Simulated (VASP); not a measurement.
A convergence study with VASP on Cu (fcc): a few settings are varied, all else stays as given below, so the limit is that of these other settings. The cell's lengths are 1 % over those of the tabulated start, so it is off equilibrium.

```
Cu
1.0
    0.00000     1.82305     1.82305
    1.82305     0.00000     1.82305
    1.82305     1.82305     0.00000
Cu
1
Direct
  0.00000   0.00000   0.00000
```

All values below come from PBE GGA, VASP's PBE PAW potentials (set 64) (plane waves; VASP 6.6.1). The last row used: LREAL = Auto, 600 eV cut-off, 14×14×14 Γ-centred mesh, first-order Methfessel-Paxton smearing of 0.10 eV, potentials Cu.

```tsv
setting	E (eV/atom)	pressure (GPa)	plane waves
ENCUT = 300, LREAL = .FALSE., PREC = Normal	-3.7282	-3.98	153
ENCUT = 400, LREAL = .FALSE., PREC = Normal	-3.7290	-1.96	229
ENCUT = 500, LREAL = .FALSE., PREC = Normal	…	…	331
ENCUT = 600, LREAL = .FALSE., PREC = Normal	-3.7279	-1.21	415
ENCUT = 500, LREAL = .FALSE., PREC = Accurate	-3.7275	-1.41	331
ENCUT = 600, LREAL = .FALSE., PREC = Accurate	-3.7278	-1.22	415
ENCUT = 300, LREAL = Auto, PREC = Normal	-3.7290	…	153
ENCUT = 400, LREAL = Auto, PREC = Normal	-3.7294	-1.96	229
ENCUT = 500, LREAL = Auto, PREC = Normal	-3.7280	-1.39	331
ENCUT = 600, LREAL = Auto, PREC = Normal	-3.7281	-1.26	415
ENCUT = 300, LREAL = Auto, PREC = Accurate	-3.7286	-4.05	153
ENCUT = 400, LREAL = Auto, PREC = Accurate	-3.7293	-2.01	229
ENCUT = 500, LREAL = Auto, PREC = Accurate	-3.7278	-1.42	331
ENCUT = 600, LREAL = Auto, PREC = Accurate	-3.7283	-1.25	415
```

Question: What belongs in the gaps?

Answer: 
- ENCUT = 500, LREAL = .FALSE., PREC = Normal, E (eV/atom): -3.7276
- ENCUT = 500, LREAL = .FALSE., PREC = Normal, pressure (GPa): -1.36
- ENCUT = 300, LREAL = Auto, PREC = Normal, pressure (GPa): -3.99

Left out are rungs that failed or repeat a setting and relaxations that didn't move; long series are thinned to 24 rows.

The compound is Cu in the fcc structure. The cell was not relaxed at this level.
